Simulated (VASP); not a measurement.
# Mg6MnCr (Amm2) in VASP: reference runs, part 2 of 2

VASP 6.6.1. Earlier steps stand in the parts before.

### 3 Single point, PBE, collinear spin, ferromagnetic start (atoms moved at random, drawn with an rms of 0.05 Å)

The input, INCAR:

```
ALGO     = Normal         # electronic algorithm
EDIFF    = 1E-7           # SCF threshold, eV
ENCUT    = 520            # plane-wave cutoff, eV
GGA      = PE             # functional
ISIF     = 2              # what is computed and relaxed
ISMEAR   = -1             # smearing method
ISPIN    = 2              # spin polarisation
LASPH    = T              # aspherical terms in the spheres
LCHARG   = F              # write CHGCAR
LMAXMIX  = 4              # l up to which the mixer works
LORBIT   = 11             # projections on sites
LREAL    = F              # projectors in reciprocal space
LWAVE    = F              # write WAVECAR
MAGMOM   = 4 3 0 0 0 0 0 0 # initial moments
NBANDS   = 32             # bands
NELM     = 100            # most SCF steps
PREC     = Accurate       # precision mode
SIGMA    = 0.05           # smearing width, eV
```

The input, KPOINTS:

```
k-points
0
Gamma
  6 5 5
```

The input, POSCAR:

```
Mg6MnCr
1.0
    4.9476670000      0.0000000000      0.0000000000
    0.0000000000      3.1127400000      5.2977700000
    0.0000000000     -3.1127400000      5.2977700000
Mn Cr Mg
1 1 6
Direct
    0.0087700000      0.8378400000      0.8293230000
   -0.0022130000      0.3411780000      0.3329850000
    0.4946190000      0.1643360000      0.1796860000
    0.5050280000      0.6707050000      0.6613780000
    0.4997810000      0.1668130000      0.6550870000
    0.4941540000      0.6557810000      0.1633240000
    0.0003390000      0.3246480000      0.8275950000
   -0.0052970000      0.8309750000      0.3329240000
```

Potentials or basis: VASP PAW PBE potentials, release 64 (Mn_pv, Cr_pv, Mg).

The run is started by

```bash
> cat potpaw_PBE.64/Mn_pv/POTCAR potpaw_PBE.64/Cr_pv/POTCAR potpaw_PBE.64/Mg/POTCAR > POTCAR
> mpirun -np 1 vasp_std > vasp.out
```

OUTCAR:

```text
EDIFF = 1E-7
   ENCUT = 520
   GGA = PE
   ISIF = 2
   ISMEAR = -1
   ISPIN = 2
   LASPH = T
   LORBIT = 11
   LREAL = F
   NELM = 100
   PREC = Accurate

 ion  position               nearest neighbor table
   1  0.009  0.838  0.829-   7 2.99   6 3.00   5 3.00   4 3.03   4 3.06   8 3.07   8 3.07   5 3.08
                             2 3.11   2 3.11   6 3.12   7 3.16
   2  0.998  0.341  0.333-   6 2.98   7 2.99   8 3.01   6 3.01   5 3.01   3 3.02   5 3.03   3 3.04
                             1 3.11   1 3.11   8 3.14   7 3.16
   3  0.495  0.164  0.180-   5 2.93   6 2.97   2 3.02   4 3.04   2 3.04   8 3.05   8 3.05   7 3.09
                             7 3.14   6 3.17   4 3.19   5 3.22
   4  0.505  0.671  0.661-   8 3.00   1 3.03   5 3.03   3 3.04   6 3.04   1 3.06   7 3.08   8 3.08
                             6 3.11   7 3.11   5 3.12   3 3.19
   5  0.500  0.167  0.655-   3 2.93   1 3.00   2 3.01   2 3.03   7 3.03   4 3.03   7 3.03   6 3.05
                             1 3.08   4 3.12   6 3.17   3 3.22
   6  0.494  0.656  0.163-   3 2.97   2 2.98   1 3.00   2 3.01   4 3.04   5 3.05   8 3.07   8 3.08
                             4 3.11   1 3.12   5 3.17   3 3.17
   7  0.000  0.325  0.828-   1 2.99   2 2.99   5 3.03   5 3.03   4 3.08   3 3.09   8 3.11   4 3.11
                             8 3.12   3 3.14   2 3.16   1 3.16
   8  0.995  0.831  0.333-   4 3.00   2 3.01   3 3.05   3 3.05   1 3.07   6 3.07   1 3.07   6 3.08
                             4 3.08   7 3.11   7 3.12   2 3.14

  LATTYP: Found a base centered orthorhombic cell.
 ALAT       =     6.2254800000
 B/A-ratio  =     1.7019635434
 C/A-ratio  =     0.7947446623

  Lattice vectors:

 A1 = (   0.0000000000,   3.1127400000,  -5.2977700000)
 A2 = (   0.0000000000,   3.1127400000,   5.2977700000)
 A3 = (   4.9476670000,   0.0000000000,   0.0000000000)

Analysis of symmetry for initial positions (statically):
=====================================================================
 Subroutine PRICEL returns:
 Original cell was already a primitive cell.

 Routine SETGRP: Setting up the symmetry group for a
 base centered orthorhombic supercell.

 Subroutine GETGRP returns: Found  1 space group operations
 (whereof  1 operations were pure point group operations)
 out of a pool of  8 trial point group operations.

The static configuration has the point symmetry C_1 .

Analysis of symmetry for dynamics (positions and initial velocities):
=====================================================================
 Subroutine PRICEL returns:
 Original cell was already a primitive cell.

 Routine SETGRP: Setting up the symmetry group for a
 base centered orthorhombic supercell.

 Subroutine GETGRP returns: Found  1 space group operations
 (whereof  1 operations were pure point group operations)
 out of a pool of  8 trial point group operations.

The dynamic configuration has the point symmetry C_1 .

Analysis of structural, dynamic, and magnetic symmetry:
=====================================================================
 Subroutine PRICEL returns:
 Original cell was already a primitive cell.

 Routine SETGRP: Setting up the symmetry group for a
 base centered orthorhombic supercell.

 Subroutine GETGRP returns: Found  1 space group operations
 (whereof  1 operations were pure point group operations)
 out of a pool of  8 trial point group operations.

The overall configuration has the point symmetry C_1 .

 Subroutine INISYM returns: Found  1 space group operations
 (whereof  1 operations are pure point group operations),
 and found     1 'primitive' translations

[... 122 lines left out ...]
   EFERMI_NEDOS =   21; number of points for ismear=-14 and -15
   IALGO  =     38    algorithm
   IMIX   =      4    mixing-type and parameters
     AMIX     =   0.40;   BMIX     =  1.00
     AMIX_MAG =   1.60;   BMIX_MAG =  1.00
  volume/ion in A,a.u.               =      20.40       137.65
  Fermi-wavevector in a.u.,A,eV,Ry     =   0.998282  1.886480 13.559118  0.996567
  Thomas-Fermi vector in A             =   2.130495
   LORBIT       =     11    0 simple, 1 ext, 2 COOP (PROOUT), +10 PAW based schemes
   GGA     = PE    functional components
   LHFCALC =     F    Hartree Fock is set to
   AEXX    =    0.0000 exact exchange contribution
   IVDW    =     0    specifies the selected vdW correction
   LEPSILON=     F    determine dielectric tensor
   LRPA    =     F    only Hartree local field effects (RPA)
 spin polarized calculation
  energy-cutoff  :      520.00
  volume of cell :      163.18
 maximum number of plane-waves:      4414
 NGX is ok and might be reduce to    40
   NGX = 19   NGY = 23   NGZ = 23

 number of electron      36.9999999 magnetization       7.8189825

 Free energy of the ion-electron system (eV)
  ---------------------------------------------------
  ext. energy  EPLUGINS =         0.00000000
  ---------------------------------------------------
  free energy    TOTEN  =       -25.54798148 eV

  energy without entropy =      -25.49517702  energy(sigma->0) =      -25.52157925

 E-fermi :   3.5329     XC(G=0):  -9.2536

 val. band max:        3.5287338422   @ k =   0.0000   0.2000   0.2000
 cond. band min:       3.5360654957   @ k =   0.0000   0.2000   0.2000
 fundamental gap:      0.0073316534
 Fermi energy:         3.5329468227

 spin component 1

 k-point     1 :       0.0000    0.0000    0.0000
  band No.  band energies     occupation
      1     -46.4843      1.00000
      2     -46.4512      1.00000
      3     -46.3886      1.00000
      4     -40.4398      1.00000
      5     -40.4199      1.00000
      6     -40.3913      1.00000
[... 781 lines left out ...]
     29       7.4900      0.00000
     30       7.7810      0.00000

 [... further k-points ...]

 spin component 2

 k-point     1 :       0.0000    0.0000    0.0000
  band No.  band energies     occupation
      1     -42.5465      1.00000
      2     -42.5219      1.00000
      3     -42.4576      1.00000
      4     -36.8655      1.00000
      5     -36.8623      1.00000
      6     -36.8560      1.00000
[... 781 lines left out ...]
     29       8.0107      0.00000
     30       8.2169      0.00000

 [... further k-points ...]

 [bands above 30 left out]

------------------------ aborting loop because EDIFF is reached ----------------------------------------

  FORCE on cell =-STRESS in cart. coord.  units (eV):
  Direction    XX          YY          ZZ          XY          YZ          ZX
  --------------------------------------------------------------------------------------
  -------------------------------------------------------------------------------------
  Total       -0.5696163      0.2956819      0.1041888      0.0222967      0.0773893     -0.0348544
  in kB       -5.5927649      2.9031467      1.0229756      0.2189198      0.7598447     -0.3422167
  external PRESSURE =      -0.5555476 kB  Pullay stress =       0.0000000 kB

 VOLUME and BASIS-vectors are now :
 -----------------------------------------------------------------------------
  energy-cutoff  :      520.00
  volume of cell :      163.18
      direct lattice vectors                 reciprocal lattice vectors
     4.947667000  0.000000000  0.000000000     0.202115462  0.000000000  0.000000000
     0.000000000  3.112740000  5.297770000     0.000000000  0.160630184  0.094379333
     0.000000000 -3.112740000  5.297770000     0.000000000 -0.160630184  0.094379333

 POSITION                                       TOTAL-FORCE (eV/Angst)
 -----------------------------------------------------------------------------------
      0.04339      0.02651      8.83225        -0.132785     -0.046191     -0.043315
      4.93672      0.02550      3.57156        -0.018239     -0.045947     -0.160677
      2.44721     -0.04778      1.82255         0.034288      0.224567     -0.167718
      2.49871      0.02903      7.05707        -0.075826     -0.200776      0.161363
      2.47275     -1.51987      4.35424         0.034112     -0.233652      0.008222
      2.44491      1.53289      4.33943         0.073892      0.243511     -0.002787
      0.00168     -1.56554      6.10432         0.002006     -0.014902      0.218206
      4.92146      1.55030      6.16607         0.082551      0.073392     -0.013296
 -----------------------------------------------------------------------------------
    total drift:                                0.001244     -0.000617      0.000495

  FREE ENERGIE OF THE ION-ELECTRON SYSTEM (eV)
  ---------------------------------------------------
  free  energy   TOTEN  =       -25.5479814763 eV

  energy  without entropy=      -25.4951770171  energy(sigma->0) =      -25.52157925

 total charge

# of ion       s       p       d       tot
------------------------------------------
    1        0.295   6.159   4.922  11.376
    2        0.276   6.150   4.065  10.492
    3        0.217   0.142   0.015   0.373
    4        0.217   0.139   0.015   0.371
    5        0.212   0.146   0.016   0.373
    6        0.211   0.144   0.015   0.370
    7        0.207   0.144   0.014   0.365
    8        0.206   0.146   0.014   0.367
--------------------------------------------------
tot          1.841  13.170   9.076  24.087

 magnetization (x)

# of ion       s       p       d       tot
------------------------------------------
    1        0.032   0.031   3.685   3.748
    2        0.044   0.038   3.518   3.600
    3       -0.003   0.006   0.001   0.004
    4        0.000  -0.004  -0.001  -0.004
    5       -0.015  -0.004   0.001  -0.018
    6       -0.015  -0.003   0.002  -0.017
    7       -0.016  -0.009   0.001  -0.024
    8       -0.016  -0.010   0.002  -0.024
--------------------------------------------------
tot          0.012   0.045   7.208   7.265
```

Run time: 13 min. Hardware: 1 thread of Intel Xeon 6975P-C (Granite Rapids), shared host; peak memory 0.8 GiB.

What came out:

```yaml
Free_energy: -25.5480 eV
Pressure: -0.1 GPa
Largest_force: 0.282 eV/Å
Band_gap_on_the_k_mesh: none (metal or under the smearing width)
Net_moment: 7.82 μB per cell
Site_moments: Mn +3.75; Cr +3.60; Mg +0.00, -0.00, -0.02 μB
Valence_electrons_inside_the_program's_atomic_spheres: Mn 11.38; Cr 10.49; Mg 0.37, 0.36
```

Forces on the atoms (eV/Å):
```
Mn  -0.133 -0.046 -0.043
Cr  -0.018 -0.046 -0.161
Mg   0.034  0.225 -0.168
Mg  -0.076 -0.201  0.161
Mg   0.034 -0.234  0.008
Mg   0.074  0.244 -0.003
Mg   0.002 -0.015  0.218
Mg   0.083  0.073 -0.013
```
